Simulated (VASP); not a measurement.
Level of theory: rev-vdW-DF2, VASP's PBE PAW potentials (set 64) (plane waves; VASP).

The input files of a VASP run:

**KPOINTS**
```
Automatic mesh
0
Gamma
6 6 6
0 0 0
```

INCAR:
```
SYSTEM = BaTiO3
PREC = Accurate
ENCUT = 520
EDIFF = 1E-7
NELM = 100
ALGO = Normal
LREAL = .FALSE.
LASPH = .TRUE.
ISMEAR = 0
SIGMA = 0.05
GGA = MK
PARAM1 = 0.1234568
PARAM2 = 0.7114
ZAB_VDW = -1.8867
LUSE_VDW = .TRUE.
AGGAC = 0.0
LMAXMIX = 4
LWAVE = .FALSE.
LCHARG = .FALSE.
ISIF = 2
```

**POSCAR**
```
BaTiO3
1
    4.0090653473     0.0000000000     0.0000000000
    0.0000000000     4.0090653473     0.0000000000
    0.0000000000     0.0000000000     4.0090653473
Ba Ti O
1 1 3
Direct
  0.0000000000   0.0000000000   0.0000000000
  0.5000000000   0.5000000000   0.5000000000
  0.5000000000   0.0000000000   0.5000000000
  0.0000000000   0.5000000000   0.5000000000
  0.5000000000   0.5000000000   0.0000000000
```

POTCAR, in this order: Ba_sv Ti_sv O (PBE.64 set). Program: vasp_std.

Output

OSZICAR:
```
       N       E                     dE             d eps       ncg     rms          rms(c)
DAV:   1     0.456645707340E+03    0.45665E+03   -0.21548E+04   960   0.180E+03
DAV:   2     0.454421556507E+01   -0.45210E+03   -0.44522E+03  1176   0.483E+02
DAV:   3    -0.413307923073E+02   -0.45875E+02   -0.45385E+02  1424   0.146E+02
DAV:   4    -0.432170853976E+02   -0.18863E+01   -0.18855E+01  1352   0.275E+01
DAV:   5    -0.432827542976E+02   -0.65669E-01   -0.65667E-01  1384   0.361E+00    0.233E+01
DAV:   6    -0.324234430738E+02    0.10859E+02   -0.75304E+01  1456   0.769E+01    0.102E+01
DAV:   7    -0.323766331133E+02    0.46810E-01   -0.12013E+01  1192   0.256E+01    0.645E+00
DAV:   8    -0.321840213453E+02    0.19261E+00   -0.10891E+00  1272   0.100E+01    0.273E+00
DAV:   9    -0.322089267510E+02   -0.24905E-01   -0.23677E-01  1248   0.366E+00    0.121E+00
DAV:  10    -0.321950643379E+02    0.13862E-01   -0.88911E-02  1264   0.317E+00    0.354E-01
DAV:  11    -0.321944212145E+02    0.64312E-03   -0.47256E-03  1480   0.556E-01    0.528E-02
DAV:  12    -0.321943929615E+02    0.28253E-04   -0.52630E-04  1152   0.260E-01    0.177E-02
DAV:  13    -0.321943949276E+02   -0.19661E-05   -0.32052E-05  1376   0.380E-02    0.108E-02
DAV:  14    -0.321943969966E+02   -0.20691E-05   -0.10588E-05  1224   0.260E-02    0.975E-03
DAV:  15    -0.321943957599E+02    0.12368E-05   -0.76745E-06  1232   0.233E-02    0.156E-03
DAV:  16    -0.321943958294E+02   -0.69469E-07   -0.61309E-07  1008   0.700E-03
   1 F= -.32194396E+02 E0= -.32194396E+02  d E =-.267186E-13
```

File OUTCAR:
```
------------------------ aborting loop because EDIFF is reached ----------------------------------------
  FORCE on cell =-STRESS in cart. coord.  units (eV):
  Direction    XX          YY          ZZ          XY          YZ          ZX
  --------------------------------------------------------------------------------------
  Total        0.0059187      0.0059187      0.0059187      0.0000000      0.0000000      0.0000000
  in kB        0.1471651      0.1471651      0.1471651      0.0000000      0.0000000      0.0000000
  external PRESSURE =       0.1471651 kB  Pullay stress =       0.0000000 kB
  volume of cell :       64.44
      direct lattice vectors                 reciprocal lattice vectors
     4.009065347  0.000000000  0.000000000     0.249434697  0.000000000  0.000000000
     0.000000000  4.009065347  0.000000000     0.000000000  0.249434697  0.000000000
     0.000000000  0.000000000  4.009065347     0.000000000  0.000000000  0.249434697
 POSITION                                       TOTAL-FORCE (eV/Angst)
 -----------------------------------------------------------------------------------
      0.00000      0.00000      0.00000         0.000000      0.000000      0.000000
      2.00453      2.00453      2.00453         0.000000      0.000000      0.000000
      2.00453      0.00000      2.00453         0.000000      0.000000      0.000000
      0.00000      2.00453      2.00453         0.000000      0.000000      0.000000
      2.00453      2.00453      0.00000         0.000000      0.000000      0.000000
 -----------------------------------------------------------------------------------
    total drift:                                0.000000      0.000000     -0.000000
  FREE ENERGIE OF THE ION-ELECTRON SYSTEM (eV)
  ---------------------------------------------------
  free  energy   TOTEN  =       -32.1943958294 eV

  energy  without entropy=      -32.1943958294  energy(sigma->0) =      -32.19439583
```
(Selected blocks of OUTCAR.)

The compound is BaTiO3 in the cubic perovskite structure, the ideal cubic form; the compound distorts at low or room temperature. It was relaxed first.
